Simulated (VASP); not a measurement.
# Be27Cl in VASP: notebook

Runs on Be27Cl. Level: PBE+D3(BJ). Tasks: single point.

Everything below comes from runs of VASP 6.6.1. Logs are shortened: lines on timing, memory, paths and dates and some standing lists are left out, and cuts for length are marked.

## (1) Starting point

The cell holds a slab with vacuum, 28 atoms: a = 6.870 Å, b = 6.870 Å, c = 16.588 Å, α = 90.00°, β = 90.00°, γ = 60.00°.

The cell was built by a generator and needn't be a form met in nature.

## (2) Single point, PBE+D3(BJ)

INCAR

```
ALGO = Fast
EDIFF = 1E-6
ENCUT = 520
GGA = PE
ISIF = 2
ISMEAR = 0
IVDW = 12
LASPH = True
LCHARG = False
LREAL = Auto
LWAVE = False
NBANDS = 50
NELM = 80
PREC = Accurate
SIGMA = 0.15
```

KPOINTS

```
k-points
0
Gamma
  4 4 1
```

POSCAR

```
Be27Cl
1.0
    6.8700000000      0.0000000000      0.0000000000
    3.4350000000      5.9495950000      0.0000000000
    0.0000000000      0.0000000000     16.5884300000
Be Cl
27 1
Direct
    0.0000000000      0.0000000000      0.0602829804
    0.3333333333      0.0000000000      0.0602829804
    0.6666666667      0.0000000000      0.0602829804
    0.0000000280      0.3333332773      0.0602829804
    0.3333333613      0.3333332773      0.0602829804
    0.6666666947      0.3333332773      0.0602829804
   -0.0000000280      0.6666667227      0.0602829804
    0.3333333053      0.6666667227      0.0602829804
    0.6666666387      0.6666667227      0.0602829804
   -0.1179695614      0.2125018594      0.1715953228
    0.2342591984      0.2166172655      0.1686740095
    0.5473151973      0.2327879461      0.1671632578
   -0.1174096587      0.5702193174      0.1695127869
    0.2131490686      0.5482008439      0.1677177406
    0.5683265672      0.5481282339      0.1674140952
   -0.0985006758      0.8817512789      0.1655318195
    0.2111104996      0.9083248524      0.1716565100
    0.5459460190      0.8849198979      0.1692943817
   -0.0083530342     -0.0075524468      0.2752957332
    0.3425500342     -0.0150601848      0.2809683617
    0.6724954372     -0.0022851976      0.2722575313
   -0.0159730960      0.3421627859      0.2778417849
    0.3391819728      0.3419752101      0.2761735137
    0.6595003747      0.3358769799      0.2763725681
   -0.0035356171      0.6742025298      0.2752324964
    0.3333817194      0.6632353967      0.2739114552
    0.6646077585      0.6663364481      0.2764386383
    0.1762211230      0.1828529505      0.3804813958
```

Potentials or basis: VASP PAW PBE potentials, release 64 (Be, Cl).

On the command line:

```bash
$ cat potpaw_PBE.64/Be/POTCAR potpaw_PBE.64/Cl/POTCAR > POTCAR
$ mpirun -np 1 vasp_std > vasp.out
```

OUTCAR:

```text
EDIFF = 1E-6
   ENCUT = 520
   GGA = PE
   ISIF = 2
   ISMEAR = 0
   IVDW = 12
   LASPH = True
   LREAL = Auto
   NELM = 80
   PREC = Accurate
 IVDW          = 12

 ion  position               nearest neighbor table
   1  0.000  0.000  0.060-  16 2.17  17 2.24  10 2.24   8 2.29   4 2.29   6 2.29   7 2.29   3 2.29
                             2 2.29
   2  0.333  0.000  0.060-  18 2.21  11 2.21  17 2.25   8 2.29   4 2.29   5 2.29   9 2.29   1 2.29
                             3 2.29
   3  0.667  0.000  0.060-  16 2.24  12 2.25  18 2.29   7 2.29   6 2.29   9 2.29   5 2.29   1 2.29
                             2 2.29
   4  0.000  0.333  0.060-  11 2.27   2 2.29   1 2.29   5 2.29   6 2.29   9 2.29   7 2.29  13 2.30
                            10 2.33
   5  0.333  0.333  0.060-  12 2.18  14 2.20  11 2.21   2 2.29   3 2.29   4 2.29   6 2.29   7 2.29
                             8 2.29
   6  0.667  0.333  0.060-  15 2.19  12 2.20  10 2.25   3 2.29   1 2.29   4 2.29   5 2.29   8 2.29
                             9 2.29
   7  1.000  0.667  0.060-  16 2.17  14 2.19  13 2.22   3 2.29   1 2.29   9 2.29   8 2.29   5 2.29
                             4 2.29
   8  0.333  0.667  0.060-  15 2.26  14 2.28   2 2.29   1 2.29   7 2.29   9 2.29   6 2.29   5 2.29
                            17 2.34
   9  0.667  0.667  0.060-  15 2.20  13 2.22  18 2.23   3 2.29   2 2.29   7 2.29   8 2.29   4 2.29
[... 23 lines left out ...]
  21  0.672  0.998  0.272-  19 2.18  18 2.22  25 2.22  16 2.23  12 2.24  24 2.28  27 2.31  20 2.32
                            23 2.33
  22  0.984  0.342  0.278-  28 2.10  27 2.21  10 2.24  24 2.25  13 2.25  25 2.33  11 2.34  19 2.38

  23  0.339  0.342  0.276-  24 2.18  14 2.18  26 2.19  12 2.19  11 2.25  25 2.32  21 2.33
  24  0.660  0.336  0.276-  23 2.18  10 2.19  15 2.21  12 2.22  26 2.25  22 2.25  21 2.28  27 2.29
                            19 2.32
  25  0.996  0.674  0.275-  19 2.17  13 2.18  16 2.20  14 2.20  21 2.22  26 2.28  27 2.31  23 2.32
                            22 2.33
  26  0.333  0.663  0.274-  23 2.19  17 2.24  24 2.25  20 2.25  14 2.25  15 2.25  25 2.28  27 2.29
                            19 2.31
  27  0.665  0.666  0.276-  13 2.20  20 2.20  18 2.20  22 2.21  15 2.21  26 2.29  24 2.29  21 2.31
                            25 2.31
  28  0.176  0.183  0.380-  20 2.08  22 2.10

  LATTYP: Found a hexagonal cell.
 ALAT       =     6.8700004122
 C/A-ratio  =     2.4146184868

  Lattice vectors:

 A1 = (  -3.4350000000,  -5.9495950000,   0.0000000000)
 A2 = (   6.8700000000,   0.0000000000,   0.0000000000)
 A3 = (   0.0000000000,   0.0000000000,  16.5884300000)

Analysis of symmetry for initial positions (statically):
=====================================================================
 Subroutine PRICEL returns:
 Original cell was already a primitive cell.

 Routine SETGRP: Setting up the symmetry group for a
 hexagonal supercell.

 Subroutine GETGRP returns: Found  1 space group operations
 (whereof  1 operations were pure point group operations)
 out of a pool of 24 trial point group operations.

The static configuration has the point symmetry C_1 .

Analysis of symmetry for dynamics (positions and initial velocities):
=====================================================================
 Subroutine PRICEL returns:
 Original cell was already a primitive cell.

 Routine SETGRP: Setting up the symmetry group for a
 hexagonal supercell.

 Subroutine GETGRP returns: Found  1 space group operations
 (whereof  1 operations were pure point group operations)
 out of a pool of 24 trial point group operations.

The dynamic configuration has the point symmetry C_1 .

 Subroutine INISYM returns: Found  1 space group operations
 (whereof  1 operations are pure point group operations),
 and found     1 'primitive' translations

----------------------------------------------------------------------------------------

                                     Primitive cell

  volume of cell :     678.0308

  direct lattice vectors                    reciprocal lattice vectors
     6.870000000  0.000000000  0.000000000     0.145560408 -0.084039334  0.000000000
     3.435000000  5.949595000  0.000000000     0.000000000  0.168078668  0.000000000
     0.000000000  0.000000000 16.588430000     0.000000000  0.000000000  0.060282980

  length of vectors
     6.870000000  6.870000412 16.588430000     0.168078678  0.168078668  0.060282980

  position of ions in fractional coordinates (direct lattice)
[... 68 lines left out ...]
 Generating k-lattice:

  Cartesian coordinates                     Fractional coordinates (reciprocal lattice)
     0.036390102 -0.021009833  0.000000000     0.250000000 -0.000000000  0.000000000
     0.000000000  0.042019667  0.000000000     0.000000000  0.250000000  0.000000000
     0.000000000  0.000000000  0.060282980     0.000000000  0.000000000  1.000000000

  Length of vectors
     0.042019669  0.042019667  0.060282980

  Shift w.r.t. Gamma in fractional coordinates (k-lattice)
     0.000000000  0.000000000  0.000000000

 Subroutine IBZKPT returns following result:
 ===========================================

 Found     10 irreducible k-points:

 Following reciprocal coordinates:
            Coordinates               Weight
  0.000000  0.000000  0.000000      1.000000
  0.250000 -0.000000  0.000000      2.000000
  0.250000  0.250000  0.000000      2.000000
  0.000000  0.250000  0.000000      2.000000
  0.500000 -0.000000  0.000000      1.000000
  0.500000  0.500000  0.000000      1.000000
  0.000000  0.500000  0.000000      1.000000
  0.500000  0.250000  0.000000      2.000000
  0.250000  0.500000  0.000000      2.000000
 -0.250000  0.250000  0.000000      2.000000
   k-points           NKPTS =     10   k-points in BZ     NKDIM =     10   number of bands    NBANDS=     50
   number of dos      NEDOS =    301   number of ions     NIONS =     28
   total plane-waves  NPLWV = 367416
   dimension x,y,z NGX =    54 NGY =   54 NGZ =  126
   dimension x,y,z NGXF=   108 NGYF=  108 NGZF=  252
   ions per type =              27   1
   NGX,Y,Z   is equivalent  to a cutoff of  13.07, 13.07, 12.63 a.u.
   NGXF,Y,Z  is equivalent  to a cutoff of  26.13, 26.13, 25.25 a.u.
 SYSTEM =  unknown system
   PREC   = accura    normal or accurate (medium, high low for compatibility)
   ISTART =      0    job   : 0-new  1-cont  2-samecut
   ICHARG =      2    charge: 1-file 2-atom 10-const
   ISPIN  =      1    spin polarized calculation?
   LNONCOLLINEAR =      F non collinear calculations
   LSORBIT =      F    spin-orbit coupling
   LASPH  =      T    aspherical Exc in radial PAW
   ENCUT  =  520.0 eV  38.22 Ry    6.18 a.u.  12.77 12.77 30.84*2*pi/ulx,y,z
   NELM   =     80;   NELMIN=  2; NELMDL= -5     # of ELM steps
   EDIFF  = 0.1E-05   stopping-criterion for ELM
   LREAL  =      T    real-space projection
   EDIFFG = 0.1E-04   stopping-criterion for IOM
   NSW    =      0    number of steps for IOM
   IBRION =     -1    ionic relax: 0-MD 1-quasi-New 2-CG
   NFREE  =      0    steps in history (QN), initial steepest desc. (CG)
   ISIF   =      2    stress and relaxation
   ISYM   =      2    0-nonsym 1-usesym 2-fastsym
   POTIM  = 0.5000    time-step for ionic-motion
   TEBEG  =    0.0;   TEEND  =   0.0 temperature during run
   PSTRESS=    0.0 pullay stress
   NELECT =      61.0000    total number of electrons
   NUPDOWN=      -1.0000    fix difference up-down
   EMIN   =  10.00;   EMAX   =-10.00  energy-range for DOS
   EFERMI =   0.00;   METHOD = LEGACY
   ISMEAR =     0;   SIGMA  =   0.15  broadening in eV -4-tet -1-fermi 0-gaus
   EFERMI_NEDOS =   21; number of points for ismear=-14 and -15
   IALGO  =     68    algorithm
   IMIX   =      4    mixing-type and parameters
     AMIX     =   0.40;   BMIX     =  1.00
     AMIX_MAG =   1.60;   BMIX_MAG =  1.00
  volume/ion in A,a.u.               =      24.22       163.41
  Fermi-wavevector in a.u.,A,eV,Ry     =   0.733559  1.386225  7.321412  0.538109
  Thomas-Fermi vector in A             =   1.826297
   LORBIT       =      0    0 simple, 1 ext, 2 COOP (PROOUT), +10 PAW based schemes
   GGA     = PE    functional components
   LHFCALC =     F    Hartree Fock is set to
   AEXX    =    0.0000 exact exchange contribution
   IVDW    =    12    specifies the selected vdW correction
   LEPSILON=     F    determine dielectric tensor
   LRPA    =     F    only Hartree local field effects (RPA)
 non-spin polarized calculation
 RMM-DIIS sequential band-by-band and
 Gauss-broadening in eV      SIGMA  =   0.15
  energy-cutoff  :      520.00
  volume of cell :      678.03
 maximum number of plane-waves:     18266
 NGX is ok and might be reduce to    54
   NGX = 25   NGY = 25   NGZ = 61

 number of electron      60.9999998 magnetization

 Free energy of the ion-electron system (eV)
  ---------------------------------------------------
  ext. energy  EPLUGINS =         0.00000000
  ---------------------------------------------------
  free energy    TOTEN  =       -95.88523699 eV

  energy without entropy =      -95.79675217  energy(sigma->0) =      -95.84099458

 E-fermi :  -1.0438     XC(G=0):  -4.8362

 val. band max:       -1.1061565565   @ k =   0.5000   0.2500   0.0000
 cond. band min:      -1.0316913336   @ k =   0.0000   0.0000   0.0000
 fundamental gap:      0.0744652229
 Fermi energy:        -1.0437955828

 k-point     1 :       0.0000    0.0000    0.0000
  band No.  band energies     occupation
      1     -17.8035      2.00000
      2     -10.7530      2.00000
      3      -8.5859      2.00000
      4      -7.8601      2.00000
      5      -7.7761      2.00000
      6      -7.6975      2.00000
[... 439 lines left out ...]
     41       2.8866      0.00000
     42       3.0121      0.00000
 [bands above 42 left out]

------------------------ aborting loop because EDIFF is reached ----------------------------------------

 Edisp (eV)   -6.29191

 E8    (eV) :    -2.2943

  FORCE on cell =-STRESS in cart. coord.  units (eV):
  Direction    XX          YY          ZZ          XY          YZ          ZX
  --------------------------------------------------------------------------------------
  -------------------------------------------------------------------------------------
  Total     -21.34839   -21.20405     0.10101    -0.27459     0.38292     0.90210
  in kB     -50.44594   -50.10486     0.23869    -0.64884     0.90483     2.13164
  external pressure =      -33.44 kB  Pullay stress =        0.00 kB

 VOLUME and BASIS-vectors are now :
 -----------------------------------------------------------------------------
  energy-cutoff  :      520.00
  volume of cell :      678.03
      direct lattice vectors                 reciprocal lattice vectors
     6.870000000  0.000000000  0.000000000     0.145560408 -0.084039334  0.000000000
     3.435000000  5.949595000  0.000000000     0.000000000  0.168078668  0.000000000
     0.000000000  0.000000000 16.588430000     0.000000000  0.000000000  0.060282980

 POSITION                                       TOTAL-FORCE (eV/Angst)
 -----------------------------------------------------------------------------------
      0.00000      0.00000      1.00000         0.191833      0.122521      0.036257
      2.29000      0.00000      1.00000         0.011437     -0.106060      0.063063
      4.58000      0.00000      1.00000        -0.195611      0.067990      0.069536
      1.14500      1.98320      1.00000        -0.162500      0.113398      0.097726
      3.43500      1.98320      1.00000        -0.038704     -0.014631      0.063677
      5.72500      1.98320      1.00000         0.145809     -0.119580     -0.127114
[... 20 lines left out ...]
      6.85472      3.96443      4.58568        -0.006823     -0.007018      0.009959
      1.83874      1.08790      6.31159         0.266490      0.151492     -0.040653
 -----------------------------------------------------------------------------------
    total drift:                                0.000168      0.000222     -0.002177

  FREE ENERGIE OF THE ION-ELECTRON SYSTEM (eV)
  ---------------------------------------------------
  free  energy   TOTEN  =      -102.1771503899 eV

  energy  without entropy=     -102.0886655629  energy(sigma->0) =     -102.13290798
```

It took 15 min on 1 thread of Intel Xeon Platinum 8259CL at 2.50GHz (Skylake/Cascade Lake), shared host; peak memory 0.79 GiB.

What came out:

```
Free energy                : -102.1772 eV
Largest force              : 0.309 eV/Å
Band gap on the k mesh     : none (metal or under the smearing width)
Dispersion energy per atom : -0.225 eV
```

Forces on the atoms (eV/Å):
```
Be   0.192  0.123  0.036
Be   0.011 -0.106  0.063
Be  -0.196  0.068  0.070
Be  -0.163  0.113  0.098
Be  -0.039 -0.015  0.064
Be   0.146 -0.120 -0.127
Be  -0.045 -0.254 -0.134
Be  -0.040  0.186  0.076
Be   0.036 -0.009 -0.220
Be  -0.001 -0.001 -0.009
Be  -0.014  0.002 -0.015
Be  -0.010 -0.010  0.015
Be  -0.002 -0.008  0.005
Be  -0.005 -0.005  0.018
Be  -0.006 -0.002  0.009
Be  -0.015 -0.006 -0.016
Be  -0.004 -0.013 -0.005
Be   0.003  0.002  0.001
Be  -0.023 -0.016 -0.036
Be  -0.030 -0.001  0.028
Be   0.000 -0.021 -0.003
Be  -0.019 -0.027  0.015
Be  -0.018 -0.017  0.049
Be   0.001 -0.016  0.024
Be  -0.012  0.008  0.004
Be  -0.008  0.000  0.024
Be  -0.007 -0.007  0.010
Cl   0.266  0.151 -0.041
```

Levels at points of the mesh, in eV from the Fermi level:
```
           k point  band 29  band 30  band 31  band 32  band 33  band 34
(0.00, 0.00, 0.00)     0.01     0.22     0.45     0.73     0.80     0.95
(0.50, 0.00, 0.00)    -0.40    -0.32    -0.17     0.08     0.52     1.37
(0.50, 0.50, 0.00)    -0.51    -0.31    -0.07     0.04     0.48     1.47
(0.00, 0.50, 0.00)    -0.40    -0.37    -0.08     0.10     0.42     1.41
```

Caveat: an odd number of electrons without spin polarisation forces a metal; a magnetic or distorted state may lie lower.

## (3) Single point, PBE+D3(BJ)

INCAR

```
  ALGO = Fast
  EDIFF = 1E-6
  ENCUT = 520
  GGA = PE
  ISIF = 2
  ISMEAR = 0
  IVDW = 12
  LASPH = T
  LCHARG = F
  LREAL = Auto
  LWAVE = F
  NBANDS = 50
  NELM = 100
  PREC = Accurate
  SIGMA = 0.15
```

KPOINTS is that of step 2.

POSCAR

```
Be27Cl
1.0
    6.8700000000      0.0000000000      0.0000000000
    3.4350000000      5.9495950000      0.0000000000
    0.0000000000      0.0000000000     16.5884300000
Be Cl
27 1
Direct
    0.0000000000      0.0000000000      0.0602829804
    0.3333333333      0.0000000000      0.0602829804
    0.6666666667      0.0000000000      0.0602829804
    0.0000000280      0.3333332773      0.0602829804
    0.3333333613      0.3333332773      0.0602829804
    0.6666666947      0.3333332773      0.0602829804
   -0.0000000280      0.6666667227      0.0602829804
    0.3333333053      0.6666667227      0.0602829804
    0.6666666387      0.6666667227      0.0602829804
   -0.1122607238      0.2153686091      0.1699151758
    0.2268484845      0.2191402944      0.1660602601
    0.5497009410      0.2257876376      0.1691680888
   -0.1121273089      0.5613911535      0.1693362784
    0.2157544723      0.5497868342      0.1692281910
    0.5626701449      0.5513086185      0.1669217641
   -0.1049170921      0.8848429179      0.1642190370
    0.2150837364      0.8995990483      0.1700151250
    0.5502586936      0.8888104148      0.1693821537
   -0.0079442974     -0.0081815653      0.2725023405
    0.3426294090     -0.0201292693      0.2778277993
    0.6778928018     -0.0067992863      0.2711565230
   -0.0190141557      0.3417555313      0.2765347896
    0.3400884301      0.3405011602      0.2783248324
    0.6632640434      0.3343409089      0.2756346441
   -0.0068006974      0.6782075082      0.2728285317
    0.3340281451      0.6638776253      0.2744061976
    0.6648793659      0.6651783861      0.2754922557
    0.2161891099      0.2122768020      0.3727117033
```

Potentials or basis: VASP PAW PBE potentials, release 64 (Be, Cl).

On the command line:

```bash
$ cat potpaw_PBE.64/Be/POTCAR potpaw_PBE.64/Cl/POTCAR > POTCAR
$ mpirun -np 1 vasp_std > vasp.out
```

Wall time 18 min (1 thread of Intel Xeon Platinum 8259CL at 2.50GHz (Skylake/Cascade Lake), shared host); peak memory 0.79 GiB.

The run converged. Its results:

| Quantity | Value |
| --- | --- |
| Free energy | -102.3475 eV |
| Largest force | 0.294 eV/Å |
| Band gap on the k mesh | none (metal or under the smearing width) |
| Dispersion energy per atom | -0.226 eV |

Forces on the atoms (eV/Å):
```
Be   0.231  0.130 -0.001
Be   0.001 -0.183  0.037
Be  -0.251  0.129  0.063
Be  -0.189  0.095  0.098
Be   0.122  0.052  0.055
Be  -0.008 -0.150 -0.120
Be  -0.013 -0.291 -0.043
Be  -0.112  0.080 -0.002
Be   0.085  0.068 -0.132
Be  -0.006 -0.005 -0.013
Be   0.001 -0.009  0.001
Be  -0.001  0.009  0.011
Be  -0.001  0.006  0.004
Be  -0.009 -0.013  0.018
Be   0.010 -0.007  0.001
Be   0.007 -0.008 -0.006
Be   0.001 -0.002 -0.018
Be  -0.002 -0.006 -0.011
Be   0.012 -0.002  0.008
Be  -0.006  0.009  0.000
Be  -0.003 -0.009  0.001
Be   0.006 -0.014 -0.001
Be  -0.013 -0.019  0.043
Be   0.005 -0.008  0.011
Be  -0.002  0.003  0.009
Be   0.001 -0.002  0.006
Be  -0.001 -0.003  0.010
Cl   0.134  0.149 -0.030
```

Levels at points of the mesh, in eV from the Fermi level:
| k point | band 27 | band 28 | band 29 | band 30 | band 31 | band 32 | band 33 | band 34 | band 35 | band 36 |
| --- | --- | --- | --- | --- | --- | --- | --- | --- | --- | --- |
| (0.00, 0.00, 0.00) | -0.53 | -0.49 | -0.06 | -0.03 | 0.47 | 0.73 | 0.85 | 1.20 | 1.58 | 1.60 |
| (0.50, 0.00, 0.00) | -1.05 | -0.65 | -0.30 | -0.28 | -0.15 | 0.00 | 0.69 | 1.45 | 2.21 | 2.85 |
| (0.50, 0.50, 0.00) | -1.03 | -0.66 | -0.39 | -0.20 | -0.11 | 0.00 | 0.60 | 1.51 | 2.15 | 2.84 |
| (0.00, 0.50, 0.00) | -1.03 | -0.66 | -0.37 | -0.22 | -0.10 | 0.01 | 0.60 | 1.50 | 2.16 | 2.82 |

Caveat: an odd number of electrons without spin polarisation forces a metal; a magnetic or distorted state may lie lower.
